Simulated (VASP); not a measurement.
Output of a VASP run:

**OSZICAR**
```
       N       E                     dE             d eps       ncg     rms          rms(c)
DAV:   1     0.171124183574E+03    0.17112E+03   -0.12282E+04 10556   0.165E+03
DAV:   2    -0.177011253599E+02   -0.18883E+03   -0.18100E+03 10510   0.330E+02
DAV:   3    -0.258654148017E+02   -0.81643E+01   -0.77260E+01 11621   0.947E+01
DAV:   4    -0.260044181893E+02   -0.13900E+00   -0.13855E+00 12335   0.110E+01
DAV:   5    -0.260092482772E+02   -0.48301E-02   -0.48289E-02 12555   0.193E+00    0.197E+01
DAV:   6    -0.264104167857E+02   -0.40117E+00   -0.65608E+01 11815   0.134E+02    0.200E+01
DAV:   7    -0.218600628769E+02    0.45504E+01   -0.18641E+01 11723   0.729E+01    0.301E+00
DAV:   8    -0.220453213828E+02   -0.18526E+00   -0.12094E+00 13782   0.331E+01    0.564E+00
DAV:   9    -0.218432804234E+02    0.20204E+00   -0.48565E-01 13538   0.249E+01    0.148E+00
DAV:  10    -0.218265038460E+02    0.16777E-01   -0.65576E-02 11618   0.341E+00    0.612E-01
DAV:  11    -0.218257887309E+02    0.71512E-03   -0.10817E-02 14208   0.357E+00    0.563E-01
DAV:  12    -0.218235481943E+02    0.22405E-02   -0.54419E-03 13561   0.288E+00    0.155E-01
DAV:  13    -0.218233613101E+02    0.18688E-03   -0.89031E-04 15328   0.603E-01    0.774E-02
DAV:  14    -0.218233528987E+02    0.84114E-05   -0.11642E-04 12718   0.257E-01    0.363E-02
DAV:  15    -0.218233544372E+02   -0.15385E-05   -0.12263E-05 14832   0.637E-02    0.189E-02
DAV:  16    -0.218233540804E+02    0.35675E-06   -0.23680E-06  8254   0.372E-02
   1 F= -.21823354E+02 E0= -.21823161E+02  d E =-.579032E-03  mag=     1.0000
```

OUTCAR:
```
------------------------ aborting loop because EDIFF is reached ----------------------------------------
  FORCE on cell =-STRESS in cart. coord.  units (eV):
  Direction    XX          YY          ZZ          XY          YZ          ZX
  --------------------------------------------------------------------------------------
  Total        1.5218861      1.5526019      0.5250002      0.0000000      0.0000000      0.0000000
  in kB       54.8697807     55.9772040     18.9282525      0.0000000      0.0000000      0.0000000
  external PRESSURE =      43.2584124 kB  Pullay stress =       0.0000000 kB
  volume of cell :       44.44
      direct lattice vectors                 reciprocal lattice vectors
     3.501794000  0.000000000  0.000000000     0.285567912  0.000000000  0.000000000
     0.000000000  3.505880000  0.000000000     0.000000000  0.285235091  0.000000000
     0.000000000  0.000000000  3.619694000     0.000000000  0.000000000  0.276266447
 POSITION                                       TOTAL-FORCE (eV/Angst)
 -----------------------------------------------------------------------------------
      0.00000      0.00000      0.00000         0.396505      0.000000      0.000000
      0.00000      1.75294      1.80985         0.361047      0.000000      0.000000
      1.75090      0.00000      1.80985         0.013047      0.000000      0.000000
      1.83201      1.75294      0.00000        -0.770600      0.000000      0.000000
 -----------------------------------------------------------------------------------
    total drift:                               -0.000155      0.000000      0.000010
  FREE ENERGIE OF THE ION-ELECTRON SYSTEM (eV)
  ---------------------------------------------------
  free  energy   TOTEN  =       -21.8233540804 eV

  energy  without entropy=      -21.8227750486  energy(sigma->0) =      -21.82316107

 total charge

# of ion       s       p       d       tot
------------------------------------------
    1        0.412   0.401   0.000   0.813
    2        0.501   0.535   8.374   9.410
    3        0.500   0.533   8.375   9.408
    4        0.503   0.537   8.385   9.425
--------------------------------------------------
tot          1.917   2.006  25.134  29.057

 magnetization (x)

# of ion       s       p       d       tot
------------------------------------------
    1        0.003  -0.006   0.000  -0.003
    2       -0.002  -0.001   0.356   0.353
    3       -0.002  -0.002   0.352   0.349
    4       -0.001  -0.003   0.325   0.321
--------------------------------------------------
tot         -0.002  -0.011   1.033   1.020
```
(Selected blocks of OUTCAR.)

### POSCAR
```
Ni3Al
1
    3.5017940000     0.0000000000     0.0000000000
    0.0000000000     3.5058800000     0.0000000000
    0.0000000000     0.0000000000     3.6196940000
Al Ni
1 3
Direct
  0.0000000000   0.0000000000   0.0000000000
  0.0000000000   0.5000000000   0.5000000000
  0.5000000000   0.0000000000   0.5000000000
  0.5231620000   0.5000000000   0.0000000000
```

Reconstruct the remaining input files.

One answer among several that fit: the input of the run itself, PBE GGA, plane waves, VASP's PBE PAW potentials (set 64).

### INCAR
```
SYSTEM = Ni3Al
PREC = Accurate; ENCUT = 400; LREAL = .FALSE.
LASPH = .TRUE.
EDIFF = 1E-6; NELM = 100; ALGO = Normal
LMAXMIX = 4
ISMEAR = 1; SIGMA = 0.1
GGA = PE
MAGMOM = 0.0 0.5 0.5 0.5
ISPIN = 2; NUPDOWN = 1
ISIF = 2
LWAVE = .FALSE.; LCHARG = .FALSE.; LORBIT = 10
```

File KPOINTS:
```
Automatic mesh
0
Gamma
8 8 8
0 0 0
```

POTCAR, in this order: Al Ni (PBE.64 set). Program: vasp_std.

The compound is Ni3Al in the L1_2 structure. The cell was not relaxed at this level, atoms are displaced from their ideal sites. The run is one of a series of settings (NUPDOWN = 1 against the base run), some of them coarse on purpose.
